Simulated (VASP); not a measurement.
Energy against volume of CdSe (zinc blende). These are HSE06 screened hybrid, VASP's PBE PAW potentials (set 64) (plane waves; VASP 6.6.1) values and carry that method's errors. Settings: 520 eV cut-off, 6×6×6 Γ-centred mesh, Gaussian smearing of 0.050 eV, potentials Cd Se.

```
V (Å³/atom)  E (eV/atom)
-----------  -----------
27.189          -3.41104
28.085          -3.42748
28.982          -3.43333
29.878          -3.43027
```

Q: Fit these four points and predict the energy of the run at 30.774 Å³/atom.

A: A cubic in V^(−2/3), the third-order Birch-Murnaghan form, passes through the four points with V0 = 29.10 Å³/atom and B0 = 50 GPa, and gives -3.4197 eV/atom there. The run gave -3.4193 eV/atom, +0.4 meV/atom from the fit; all five points give B0 = 51 GPa.

The compound is CdSe in the zinc blende structure, whereas wurtzite is the usual form. It was relaxed first, which changed the volume by +5 %. The cell's shape comes from a PBE relaxation.
